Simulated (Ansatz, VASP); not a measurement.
**Hf3NbO in VASP and in Ansatz**

```
Hf Nb O
1.0
     3.32383    0.00000    0.00000
     0.00000    3.32383    0.00000
     0.00000    0.00000    7.86553
Hf Nb O
3 1 1
Direct
  0.50000 0.50000 0.21697
  0.50000 0.50000 0.78303
  0.00000 0.00000 0.50000
  0.00000 0.00000 0.00000
  0.50000 0.50000 0.50000
```

Alike in both runs: functional PBE; k mesh 6 × 6 × 2; occupations gaussian, width 0.1 eV; no spin polarisation.

Ansatz relaxed the structure, and its values are those at the end. VASP's run is a single point on that final structure, the one shown.

|  | VASP | Ansatz |
| --- | --- | --- |
| version | VASP 6.6.1 | Ansatz 0.2.0 |
| potentials or method | VASP PAW PBE potentials, release 64 (Hf_pv, Nb_sv, O) | scalar-relativistic, plane waves, PAW |
| plane-wave cutoff (eV) | 520 | 420 |
| valence electrons in the cell | 49 | 97 |

Ansatz gave:

```
gap on the k mesh at the Fermi level (eV) : none
pressure (GPa)                            : 0.0
rms of the force components (eV/Å)        : 0.003
```

Question: What did VASP give for the same quantities?

Answer: gap on the k mesh at the Fermi level (eV): none; pressure (GPa): -1.1; rms of the force components (eV/Å): 0.019.

A gap of «none» marks a metal or a gap that the smearing closes. The two sets of potentials don't hold the same shells in valence.

Caveats: the k mesh is coarse (spacing up to 0.40 Å⁻¹), so the values aren't converged; an odd number of electrons without spin polarisation forces a metal; a magnetic or distorted state may lie lower. Spin-orbit coupling is left out, which matters for the levels of Hf.
